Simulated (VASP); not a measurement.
# H2SO2 in VASP: notebook, part 2 of 2

VASP 6.6.1. Earlier steps stand in the parts before.

## 3. Single point, PBE+D3(BJ)

INCAR

```
SYSTEM = H2SO2
PREC     = Accurate       ! precision mode
ENCUT    = 520            ! plane-wave cutoff, eV
EDIFF    = 1E-6           ! SCF threshold, eV
ISMEAR   = -1             ! smearing method
SIGMA    = 0.05           ! smearing width, eV
LREAL    = Auto         
LASPH    = .True.         ! aspherical terms in the spheres
NELM     = 100            ! most SCF steps
ALGO     = Fast           ! electronic algorithm
ISIF     = 2              ! what is computed and relaxed
LWAVE    = .False.        ! write WAVECAR
LCHARG   = .True.         ! write CHGCAR
GGA      = PE             ! functional
IVDW     = 12             ! dispersion correction
LELF     = .True.         ! ELF
LVHAR    = .True.       
NBANDS   = 68             ! bands
```

KPOINTS

```
regular mesh
0
Gamma
  1 1 1
  0 0 0
```

POSCAR

```
H2SO2
1.0
    7.7639360000      0.0000000000      0.0000000000
    0.0000000000      7.7639360000      0.0000000000
    0.0000000000      0.0000000000      7.7639360000
S O H
5 10 10
Direct
    0.0718578824      0.9055458468      0.3088768377
    0.5218487118      0.6453942949      0.4238829377
    0.8540771073      0.9457702897      0.8253545624
    0.0080758007      0.4343286704      0.5091103275
    0.3252860405      0.6763708511      0.9330447855
    0.2600742716      0.9042964805      0.2988819073
    0.0016100081      0.8226626289      0.4543700515
    0.5370729486      0.6869196243      0.2390926458
    0.6270659624      0.5129743470      0.4955347391
    0.8898450477      1.1177577971      0.7732160595
    0.7013581771      0.8674594948      0.7605807158
    0.1677757261      0.4754031976      0.5769367496
   -0.0228749954      0.2629594062      0.4420438293
    0.2868261665      0.8504578090      0.8818722875
    0.1913848852      0.6015505537      1.0419586148
    0.3777723052      0.1543031782      0.6618163777
    0.4158457772      0.1888088722      0.5819084547
    0.8826450914      0.5525032664      0.0714457203
    0.8123328168      0.6111590822      0.0483388838
    0.6890448350      0.3220660242      0.8670988530
    0.6412597940      0.3465510277      0.9493251876
    0.6157830255      0.0805261661      0.2663597433
    0.5237807215      0.0544697947      0.2917978716
    0.3754667736      0.3029520078      0.0644518450
    0.3765615791      0.3253633209      0.1577421555
```

Potentials or basis: VASP PAW PBE potentials, release 64 (S, O, H).

The run is started by

```sh
$ cat potpaw_PBE.64/S/POTCAR potpaw_PBE.64/O/POTCAR potpaw_PBE.64/H/POTCAR > POTCAR
$ mpirun -np 1 vasp_gam > vasp.out
```

OUTCAR:

```text
SYSTEM = H2SO2
   PREC = Accurate
   ENCUT = 520
   EDIFF = 1E-6
   ISMEAR = -1
   LREAL = Auto
   LASPH = .True.
   NELM = 100
   ISIF = 2
   GGA = PE
   IVDW = 12
 IVDW          = 12

 ion  position               nearest neighbor table
   1  0.072  0.906  0.309-   7 1.41   6 1.46
   2  0.522  0.645  0.424-   9 1.43   8 1.48
   3  0.854  0.946  0.825-  10 1.42  11 1.42
   4  0.008  0.434  0.509-  12 1.38  13 1.45
   5  0.325  0.676  0.933-  14 1.44  15 1.46
   6  0.260  0.904  0.299-   1 1.46
   7  0.002  0.823  0.454-   1 1.41
   8  0.537  0.687  0.239-   2 1.48
   9  0.627  0.513  0.496-   2 1.43
  10  0.890  0.118  0.773-   3 1.42
  11  0.701  0.867  0.761-   3 1.42
[... 12 lines left out ...]
  24  0.375  0.303  0.064-  25 0.74
  25  0.377  0.325  0.158-  24 0.74

  LATTYP: Found a simple cubic cell.
 ALAT       =     7.7639360000

  Lattice vectors:

 A1 = (   7.7639360000,   0.0000000000,   0.0000000000)
 A2 = (   0.0000000000,   7.7639360000,   0.0000000000)
 A3 = (   0.0000000000,   0.0000000000,   7.7639360000)
[... 202 lines left out ...]
 cond. band min:      -0.6263935590   @ k =   0.0000   0.0000   0.0000
 fundamental gap:      3.2432816707
 Fermi energy:        -2.5681693156

 k-point     1 :       0.0000    0.0000    0.0000
  band No.  band energies     occupation
      1     -25.5413      2.00000
      2     -25.2077      2.00000
      3     -25.1730      2.00000
      4     -24.8743      2.00000
      5     -24.7211      2.00000
      6     -22.7967      2.00000
[... 54 lines left out ...]
     61       4.1592      0.00000
     62       4.3277      0.00000
 [bands above 62 left out]

------------------------ aborting loop because EDIFF is reached ----------------------------------------

 Edisp (eV)   -1.33070

 E8    (eV) :    -0.3633

  FORCE on cell =-STRESS in cart. coord.  units (eV):
  Direction    XX          YY          ZZ          XY          YZ          ZX
  --------------------------------------------------------------------------------------
  -------------------------------------------------------------------------------------
  Total       7.11730     5.86812     1.56916     1.67840    -2.01603     1.90867
  in kB      24.36575    20.08926     5.37194     5.74592    -6.90180     6.53426
  external pressure =       16.61 kB  Pullay stress =        0.00 kB

 VOLUME and BASIS-vectors are now :
 -----------------------------------------------------------------------------
  energy-cutoff  :      520.00
  volume of cell :      468.00
      direct lattice vectors                 reciprocal lattice vectors
     7.763936000  0.000000000  0.000000000     0.128800650  0.000000000  0.000000000
     0.000000000  7.763936000  0.000000000     0.000000000  0.128800650  0.000000000
     0.000000000  0.000000000  7.763936000     0.000000000  0.000000000  0.128800650

 POSITION                                       TOTAL-FORCE (eV/Angst)
 -----------------------------------------------------------------------------------
      0.55790      7.03060      2.39810         2.069398      1.157542     -1.882202
      4.05160      5.01080      3.29100        -0.892140      1.490603     -1.415397
      6.63100      7.34290      6.40800         0.834676     -0.671132      0.794052
      0.06270      3.37210      3.95270        -4.062729     -0.914675     -1.642221
      2.52550      5.25130      7.24410        -0.921386     -0.242678      0.583654
      2.01920      7.02090      2.32050        -0.952138      0.314741     -0.092266
[... 17 lines left out ...]
      2.91510      2.35210      0.50040        -0.012569     -0.114411     -0.073758
      2.92360      2.52610      1.22470         0.006035     -0.041659      0.114468
 -----------------------------------------------------------------------------------
    total drift:                               -0.000010     -0.005407      0.000421

  FREE ENERGIE OF THE ION-ELECTRON SYSTEM (eV)
  ---------------------------------------------------
  free  energy   TOTEN  =      -120.3425102170 eV

  energy  without entropy=     -120.3425102170  energy(sigma->0) =     -120.34251022
```

stdout:

```text
POSCAR found type information on POSCAR S O H
 POSCAR found :  3 types and      25 ions
 scaLAPACK will be used
 LDA part: xc-table for (Slater+PW92), standard interpolation
 POSCAR, INCAR and KPOINTS ok, starting setup
 FFT: planning ... GRIDC
 FFT: planning ... GRID_SOFT
 FFT: planning ... GRID
 WAVECAR not read
 entering main loop
```

Wall time 36 s (1 thread of Intel Xeon 6975P-C (Granite Rapids), shared host); peak memory 0.49 GiB.

Results:

| Quantity | Value |
| --- | --- |
| Free energy | -120.3425 eV |
| Pressure | 1.7 GPa |
| Largest force | 4.477 eV/Å |
| Band gap on the k mesh | 3.24 eV, direct |
| Dispersion energy per atom | -0.053 eV |

Forces in eV/Å, atoms in the order of the input:
```
S    2.069  1.158 -1.882
S   -0.892  1.491 -1.415
S    0.835 -0.671  0.794
S   -4.063 -0.915 -1.642
S   -0.921 -0.243  0.584
O   -0.952  0.315 -0.092
O   -1.425 -1.154  2.075
O    0.247 -0.592  1.125
O    0.793 -1.027  0.354
O    0.493  1.370 -0.298
O   -1.263 -0.846 -0.474
O    4.027  0.910  1.660
O    0.177 -0.088 -0.179
O    0.354  0.666 -0.542
O    0.489 -0.298 -0.160
H   -0.167 -0.202  0.371
H    0.196  0.149 -0.349
H    0.442 -0.311  0.104
H   -0.474  0.327 -0.076
H   -0.264  0.128  0.335
H    0.175 -0.076 -0.338
H   -0.474 -0.094  0.190
H    0.603  0.161 -0.186
H   -0.013 -0.114 -0.074
H    0.006 -0.042  0.114
```

Levels at points of the mesh, in eV from the valence-band top:
```
           k point  band 48  band 49  band 50  band 51  band 52  band 53
(0.00, 0.00, 0.00)    -0.17    -0.07     0.00     3.24     3.35     3.44
```
